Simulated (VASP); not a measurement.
An input for Ansatz (written as the equivalent of a VASP run, and not itself run):

Ansatz 0.2 input:
```yaml
crystal:
  lattice:
    - [0.0000000, 1.9913867, 1.9913867]
    - [1.9913867, 0.0000000, 1.9913867]
    - [1.9913867, 1.9913867, 0.0000000]
  atoms:
    - { symbol: Li, position: [0.0000000, 0.0000000, 0.0000000] }
    - { symbol: H, position: [0.5000000, 0.5000000, 0.5000000] }
kpoints:
  mp_grid: { grid: [10, 10, 10] }
hamiltonian:
  xc: pbesol
  pseudopotentials: { kind: paw }
scf:
  occupations: { method: gaussian, width: 0.05 }
  max_iter: 100
relax:
  max_steps: 60
  f_tol: 0.01
  cell: {}
output: { forces: true, stress: true, eigenvalues: true }
```

Translate this input to VASP (INCAR, KPOINTS, POSCAR, choice of POTCAR).

Several could match; the one computed here: 
**INCAR**
```
! general
SYSTEM = LiH
PREC   = Accurate
ENCUT  = 520
LREAL  = .False.
LASPH  = .True.

! electronic loop
EDIFF  = 1E-6
NELM   = 100
ALGO   = Normal

! smearing
ISMEAR = 0
SIGMA  = 0.05

! functional
GGA    = PS

! ions
IBRION = 2
NSW    = 60
ISIF   = 3
EDIFFG = -0.01

! output
LWAVE  = .False.
LCHARG = .False.
```

**KPOINTS**
```
Regular mesh
0
Gamma
  10 10 10
0 0 0
```

File POSCAR:
```
LiH
1
   -0.0000000000     1.9913866733     1.9913866733
    1.9913866733     0.0000000000     1.9913866733
    1.9913866733     1.9913866733     0.0000000000
Li H
1 1
Direct
  0.0000000000   0.0000000000   0.0000000000
  0.5000000000   0.5000000000   0.5000000000
```

POTCAR, in this order: Li_sv H (PBE.64 set). Program: vasp_std.

What does not carry over: each code has its own PAW files, so the cut-off isn't converted (ENCUT is set for VASP's; basis.ecutwfc is left out, and Ansatz then takes the one that its files recommend); Ansatz stops its SCF on the density residual and VASP on the energy change (EDIFF).

The structure comes from a measured LiH entry (Fm-3m) of the Crystallography Open Database, whose conditions weren't checked. This run relaxes it. Symmetry was kept, so distortions that lower it aren't found. The start is the result of an earlier pass.
